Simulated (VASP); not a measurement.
OSZICAR of a VASP run on PbF₂ (fluorite):

OSZICAR:
```
       N       E                     dE             d eps       ncg     rms          rms(c)
DAV:   1     0.306136483946E+03    0.30614E+03   -0.15174E+04   728   0.180E+03
DAV:   2     0.256439397796E+02   -0.28049E+03   -0.27204E+03   780   0.463E+02
DAV:   3    -0.253811616869E+01   -0.28182E+02   -0.27800E+02   844   0.158E+02
DAV:   4    -0.345324950209E+01   -0.91513E+00   -0.91347E+00   796   0.287E+01
DAV:   5    -0.347822464656E+01   -0.24975E-01   -0.24974E-01   816   0.485E+00    0.823E+00
DAV:   6    -0.197980170353E+02   -0.16320E+02   -0.12268E+02   720   0.137E+02    0.999E+00
DAV:   7    -0.192973051409E+02    0.50071E+00   -0.10004E+00   740   0.126E+01    0.813E+00
DAV:   8    -0.202888639274E+02   -0.99156E+00   -0.28613E+01   914   0.396E+01    0.868E+00
DAV:   9    -0.190679395036E+02    0.12209E+01   -0.42479E+00   888   0.144E+01    0.344E+00
DAV:  10    -0.190557408221E+02    0.12199E-01   -0.14365E-01   740   0.324E+00    0.355E+00
DAV:  11    -0.189598403052E+02    0.95901E-01   -0.10261E+00   744   0.960E+00    0.252E-01
DAV:  12    -0.189709846603E+02   -0.11144E-01   -0.71699E-02   762   0.257E+00    0.620E-01
DAV:  13    -0.189720527989E+02   -0.10681E-02   -0.54670E-02   850   0.244E+00    0.230E-01
DAV:  14    -0.189768357033E+02   -0.47829E-02   -0.46571E-03   720   0.707E-01    0.264E-01
DAV:  15    -0.189769173788E+02   -0.81676E-04   -0.63021E-03   844   0.653E-01    0.452E-02
DAV:  16    -0.189775503264E+02   -0.63295E-03   -0.49384E-04   772   0.200E-01    0.173E-02
DAV:  17    -0.189775916403E+02   -0.41314E-04   -0.81104E-05   722   0.927E-02    0.137E-02
DAV:  18    -0.189776051463E+02   -0.13506E-04   -0.23785E-05   748   0.526E-02    0.317E-03
DAV:  19    -0.189776086163E+02   -0.34700E-05   -0.11390E-06   742   0.159E-02    0.346E-03
DAV:  20    -0.189776087846E+02   -0.16823E-06   -0.12732E-06   728   0.110E-02    0.682E-04
DAV:  21    -0.189776093799E+02   -0.59531E-06   -0.15728E-07   596   0.446E-03    0.442E-04
DAV:  22    -0.189776094814E+02   -0.10151E-06   -0.18620E-08   418   0.169E-03    0.531E-04
DAV:  23    -0.189776094576E+02    0.23752E-07   -0.31479E-08   366   0.163E-03
   1 F= -.18977609E+02 E0= -.18977609E+02  d E =-.221082E-15
```

Problem. Which electronic solver shows in the log?

Solution. It is blocked Davidson (ALGO = Normal, or the opening steps of other solvers). The INCAR had ALGO = Normal.

Problem. Can the final energy be trusted as converged?

Solution. The calculation finished and met its thresholds. It stopped with EDIFF = 1E-7, NELM = 100 (TPSS meta-GGA, plane waves, VASP's PBE PAW potentials (set 64)).

The compound is PbF2 in the fluorite structure, the β form. This cell is one point of a volume scan, at 0.97 of the reference volume.
